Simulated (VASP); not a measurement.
The input files of a VASP run:

**INCAR**
```
# general
SYSTEM    =  CaF2
PREC      =  Accurate
ENCUT     =  520   # plane-wave cut-off (eV)
LREAL     =  .FALSE.   # projection in real space or not
LASPH     =  .TRUE.   # aspherical one-centre terms

# electronic loop
EDIFF     =  1E-7
NELM      =  100   # most electronic steps
ALGO      =  Normal   # blocked Davidson

# smearing
ISMEAR    =  0   # Gaussian
SIGMA     =  0.05

# functional
GGA       =  BO
LUSE_VDW  =  .TRUE.
AGGAC     =  0.0
PARAM1    =  0.1833333333
PARAM2    =  0.22

# ions
ISIF      =  2   # forces and stress, cell fixed

# output
LWAVE     =  .FALSE.
LCHARG    =  .FALSE.
```

**KPOINTS**
```
Automatic mesh
0
Gamma
7 7 7
0 0 0
```

### POSCAR
```
CaF2
1
    0.0000000000     2.7051806425     2.7051806425
    2.7051806425     0.0000000000     2.7051806425
    2.7051806425     2.7051806425     0.0000000000
Ca F
1 2
Direct
  0.0000000000   0.0000000000   0.0000000000
  0.2500000000   0.2500000000   0.2500000000
  0.7500000000   0.7500000000   0.7500000000
```

POTCAR, in this order: Ca_sv F (PBE.64 set). Program: vasp_std.

Question: Write an equivalent input for Quantum ESPRESSO's pw.x.

Answer: One equivalent input (not run):
```
&CONTROL
  calculation = 'scf'
  pseudo_dir = './pseudo'
  outdir = './out'
  tprnfor = .true.
  tstress = .true.
/
&SYSTEM
  ibrav = 0
  nat = 3
  ntyp = 2
  ecutwfc = 84
  occupations = 'smearing'
  smearing = 'gaussian'
  degauss = 0.003675
  input_dft = 'vdw-df-obk8'
/
&ELECTRONS
  conv_thr = 7.3e-09
  electron_maxstep = 100
/
ATOMIC_SPECIES
  Ca 40.078 Ca.upf
  F 18.998 F.upf
CELL_PARAMETERS angstrom
     0.0000000    2.7051806    2.7051806
     2.7051806    0.0000000    2.7051806
     2.7051806    2.7051806    0.0000000
ATOMIC_POSITIONS crystal
  Ca   0.0000000  0.0000000  0.0000000
  F    0.2500000  0.2500000  0.2500000
  F    0.7500000  0.7500000  0.7500000
K_POINTS automatic
  7 7 7 0 0 0
```
The two are equivalent in intent, not identical: the potentials are each code's own (VASP's PAW set, PseudoDojo norm-conserving files in pw.x), so ENCUT and ecutwfc are chosen apart and not converted; conv_thr bounds pw.x's estimated SCF error, while EDIFF bounds the energy change between steps.

The compound is CaF2 in the fluorite structure. This cell is one point of a volume scan, at 0.97 of the reference volume.
